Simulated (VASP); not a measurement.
**HPbNO4 under changes of volume**

One of the cells (15.372 Å³/atom); the others are scaled copies at fixed shape and fractional positions:

```xyz
14
Lattice="6.9042 0.0000 -0.0150 0.0000 4.2567 0.0000 -3.3975 0.0000 7.3302" Properties=species:S:1:pos:R:3 pbc="T T T"
H    -0.1667    3.1925    3.7152
H     3.6734    1.0642    3.5999
Pb    1.1190    1.0642    2.0841
Pb    2.3877    3.1925    5.2310
N    -1.3559    3.1925    6.1224
N     4.8626    1.0642    1.1928
O     0.7434    3.1925    3.3184
O    -0.1281    3.1925    6.3638
O    -2.2092    3.1925    7.0740
O    -1.7858    3.1925    4.9068
O     2.7633    1.0642    3.9967
O     3.6347    1.0642    0.9513
O     5.7158    1.0642    0.2412
O     5.2924    1.0642    2.4083
```

The cell was built by a generator and needn't be a form met in nature.

| Item | Value |
| --- | --- |
| Program | VASP 6.6.1 |
| Functional | PBE |
| Potentials or basis | VASP PAW PBE potentials, release 64 (H, Pb_d, N, O) |
| Cutoff | 520 eV |
| k mesh | 5 × 6 × 4 |
| Occupations | fermi-dirac, width 0.05 eV |
| Spin | no spin polarisation |

| volume (Å³/atom) | energy over the lowest point (meV/atom) | pressure (GPa) | gap on the mesh (eV) | largest force (eV/Å) |
| --- | --- | --- | --- | --- |
| 14.166 | 22.18 | 7.2 | 3.11 | 2.430 |
| 14.468 | ? | ? | ? | ? |
| 14.769 | 3.19 | 2.5 | 3.08 | 1.069 |
| 15.372 | 0.00 | -1.2 | 3.05 | 0.185 |
| 15.673 | 3.35 | -2.8 | 3.03 | 0.615 |
| 15.975 | 9.57 | -4.2 | 3.00 | 1.095 |

Question: What does the run at 14.468 Å³/atom give?

Answer: Energy over the lowest point 10.49 meV/atom; pressure 4.7 GPa; gap on the mesh 3.09 eV; largest force 1.722 eV/Å.

Worked out: A Birch-Murnaghan fit of order 3 (a polynomial in V^(-2/3)) to the other rows has its minimum at 15.20 Å³/atom with B0 = V·E''(V) = 90 GPa and B' = 4.4 at fixed shape and positions, which overstates the stiffness. It gives 10.48 meV/atom at 14.468 Å³/atom, against the run's 10.49, and -dE/dV = 5.0 GPa, against 4.7. A parabola through the other rows of the gap, of slope -0.598 eV per unit of ln V there, gives 3.10 eV, against the run's 3.09.

Energies are extrapolated to zero smearing.

Caveats: spin-orbit coupling is left out, which as a rule narrows the gap of such compounds by several tenths of an eV; an odd mesh through Γ misses points on the zone boundary, where band edges often lie; the standard files for N, O and F lose accuracy on very short bonds (some runs); forces of over 1 eV/Å show positions far from the minimum, so gaps and moduli don't describe the material at rest (some runs).
